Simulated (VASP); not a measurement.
Given:

```yaml
crystal:
  lattice:
    - [4.73517, 0.00000, 0.00000]
    - [0.00000, 4.73517, 0.00000]
    - [0.00000, 0.00000, 4.73517]
  atoms:
    - { symbol: Si, position: [0.16232, 0.33768, 0.66232] }
    - { symbol: Si, position: [0.66232, 0.16232, 0.33768] }
    - { symbol: Si, position: [0.83768, 0.83768, 0.83768] }
    - { symbol: Si, position: [0.33768, 0.66232, 0.16232] }
    - { symbol: Ru, position: [0.87047, 0.62953, 0.37047] }
    - { symbol: Ru, position: [0.37047, 0.87047, 0.62953] }
    - { symbol: Ru, position: [0.12953, 0.12953, 0.12953] }
    - { symbol: Ru, position: [0.62953, 0.37047, 0.87047] }
```

Level of theory: PBE GGA, VASP's PBE PAW potentials (set 64) (plane waves; VASP). Numerical set-up: 500 eV cut-off, 5×5×5 Γ-centred mesh, Gaussian smearing of 0.050 eV, potentials Si Ru_pv.

What does the run give for the energy per atom (σ→0)?

```yaml
energy per atom (σ→0): -7.961 eV/atom
```

Only differences to runs with the same potentials and settings are physical.

The compound is RuSi in the B20 structure. It was relaxed first.
